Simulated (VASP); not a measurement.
Hf (hcp) relaxed at rising pressure, in one space group throughout; other phases were not tried. The pressures are those reached. Calculation: PBEsol GGA, VASP's PBE PAW potentials (set 64) (plane waves; VASP 6.6.1).

```json
[
 {"P (GPa)": "0.07", "V (Å³/atom)": "21.542", "k-mesh": "13×13×7"},
 {"P (GPa)": "4.96", "V (Å³/atom)": "20.694", "k-mesh": "13×13×8"},
 {"P (GPa)": "10.05", "V (Å³/atom)": "19.971", "k-mesh": "14×14×8"},
 {"P (GPa)": "20.00", "V (Å³/atom)": "18.767", "k-mesh": "14×14×8"},
 {"P (GPa)": "29.99", "V (Å³/atom)": "17.784", "k-mesh": "14×14×8"}
]
```

A change of mesh leaves a small step in the series.

### Question
Fit an equation of state and predict the volume at 45.00 GPa.

### Answer
Least squares on the third-order Birch-Murnaghan form, P = (3B0/2)(y⁷ − y⁵)[1 + (3/4)(B′ − 4)(y² − 1)] with y = (V0/V)^(1/3), gives V0 = 21.547 Å³/atom, B0 = 118 GPa and B′ = 3.1, and so 16.594 Å³/atom. The run gave 16.618 Å³/atom, +0.1 % from the fit.

Pressures at which the relaxation failed are left out.

The compound is Hf in the hcp structure.
